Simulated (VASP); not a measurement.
Data:

```
CELL_PARAMETERS angstrom
      0.00000     2.58585     2.58585
      2.58585     0.00000     2.58585
      2.58585     2.58585     0.00000
ATOMIC_POSITIONS crystal
  K  0.00000 0.00000 0.00000
  F  0.50000 0.50000 0.50000
```

These are LDA (Ceperley-Alder, Perdew-Zunger), VASP's LDA PAW potentials (set 64) (plane waves; VASP) values and carry that method's errors. Run with 520 eV cut-off, Gaussian smearing of 0.050 eV, potentials K_sv F.

**Question.** Give the energies of bands 6 to 10 at the high-symmetry points, in eV from the valence-band maximum.

**Answer.** 
```json
[
 {"band": "6", "Γ": "0.00", "X": "-0.14", "U": "-0.39", "L": "-0.97", "W": "-0.51"},
 {"band": "7", "Γ": "0.00", "X": "-0.03", "U": "-0.23", "L": "-0.46", "W": "-0.12"},
 {"band": "8", "Γ": "0.00", "X": "-0.03", "U": "-0.14", "L": "-0.46", "W": "-0.12"},
 {"band": "9", "Γ": "6.32", "X": "7.95", "U": "8.86", "L": "9.18", "W": "9.76"},
 {"band": "10", "Γ": "10.76", "X": "10.68", "U": "10.94", "L": "10.95", "W": "9.76"}
]
```

The gap is direct, 6.32 eV, from the valence maximum at Γ to the conduction minimum at Γ.

Measured: gap 10.90 eV (computed value off by -4.58 eV), as given by David Koller et al., Journal of Physics Condensed Matter (2013), arXiv:1304.4470.

The compound is KF in the rock salt structure. It was relaxed first, which changed the volume by -10 %.
